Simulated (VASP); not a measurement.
Level of theory: PBE GGA, VASP's PBE PAW potentials (set 64) (plane waves; VASP).

The input files of a VASP run:

File KPOINTS:
```
Automatic mesh
0
Gamma
11 11 11
0 0 0
```

### INCAR
```
ALGO = Normal
EDIFF = 1E-6
ENCUT = 400
GGA = PE
ISIF = 2
ISMEAR = 1
LASPH = .TRUE.
LCHARG = .FALSE.
LMAXMIX = 4
LREAL = .FALSE.
LWAVE = .FALSE.
NELM = 100
PREC = Accurate
SIGMA = 0.1
SYSTEM = CuZn
```

### POSCAR
```
CuZn
3.0090
  1.0000000000   0.0000000000   0.0000000000
  0.0000000000   1.0000000000   0.0000000000
  0.0000000000   0.0000000000   1.0000000000
Zn Cu
1 1
Cartesian
  0.5000000000   0.5000000000   0.5000000000
  0.0000000000   0.0000000000   0.0000000000
```

POTCAR, in this order: Zn Cu (PBE.64 set). Program: vasp_std.

Problem. Estimate the energy per atom (σ→0), pressure, band gap (on the k-mesh).

Solution. 
```json
{
  "energy per atom (σ→0)": "-2501 meV/atom",
  "band gap (on the k-mesh)": "none (metal, semimetal or under 0.01 eV)",
  "pressure": "-5.05 GPa"
}
```

OSZICAR:
```
...
DAV:   6    -0.596248852468E+01    0.57193E-01   -0.17221E+01  1811   0.104E+02    0.616E+00
DAV:   7    -0.500605441822E+01    0.95643E+00   -0.38188E+00  1792   0.967E+01    0.200E+00
DAV:   8    -0.501103271627E+01   -0.49783E-02   -0.20820E-01  2278   0.674E+00    0.117E+00
DAV:   9    -0.500189436510E+01    0.91384E-02   -0.25995E-02  2057   0.403E+00    0.540E-02
DAV:  10    -0.500190605065E+01   -0.11686E-04   -0.68212E-04  2495   0.559E-01    0.302E-02
DAV:  11    -0.500190310493E+01    0.29457E-05   -0.47282E-05  2333   0.181E-01    0.129E-02
DAV:  12    -0.500190214382E+01    0.96110E-06   -0.20918E-06  1353   0.377E-02
   1 F= -.50019021E+01 E0= -.50018120E+01  d E =-.270323E-03
```

The compound is CuZn in the CsCl type structure. The cell was not relaxed at this level. The electron count is odd and the run is not spin-polarised, which forces a metal.
